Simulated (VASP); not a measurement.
Here is the system:

```
CELL_PARAMETERS angstrom
      1.35500    -2.34693     0.00000
      1.35500     2.34693     0.00000
      0.00000     0.00000     4.28000
ATOMIC_POSITIONS crystal
  Ru 0.33333 0.66667 0.25000
  Ru 0.66667 0.33333 0.75000
```

All values below come from LDA (Ceperley-Alder, Perdew-Zunger), VASP's LDA PAW potentials (set 64) (plane waves; VASP). Run with 400 eV cut-off, 14×14×8 Γ-centred mesh, first-order Methfessel-Paxton smearing of 0.10 eV, potentials Ru_pv.

Energy and stress use the plane-wave basis of the starting cell.

### Question
The ions, cell shape and volume are relaxed. Which structure does the run end with?

### Answer

```
CELL_PARAMETERS angstrom
      1.33868    -2.31866     0.00000
      1.33868     2.31866     0.00000
      0.00000     0.00000     4.22218
ATOMIC_POSITIONS crystal
  Ru 0.33333 0.66667 0.25000
  Ru 0.66667 0.33333 0.75000
```
Space group P6_3/mmc (194), at a tolerance of 0.03 Å.

### Question
How do energy and volume change from the first to the last step?

### Answer
The energy (σ→0) changes by -21.7 meV/atom and the volume by -3.7 %, in 4 ionic steps.

```json
[
 {"step": "1", "E(σ→0) (eV)": "-21.3448", "max force (eV/Å)": "0.000", "pressure (GPa)": "-13.11", "volume (Å³)": "27.22"},
 {"step": "2", "E(σ→0) (eV)": "-20.8250", "max force (eV/Å)": "0.000", "pressure (GPa)": "64.76", "volume (Å³)": "23.06"},
 {"step": "3", "E(σ→0) (eV)": "-21.3881", "max force (eV/Å)": "0.000", "pressure (GPa)": "-0.79", "volume (Å³)": "26.26"},
 {"step": "4", "E(σ→0) (eV)": "-21.3883", "max force (eV/Å)": "0.000", "pressure (GPa)": "-0.11", "volume (Å³)": "26.21"}
]
```

The compound is Ru in the hcp structure. This run relaxes it. Symmetry was kept, so distortions that lower it aren't found.
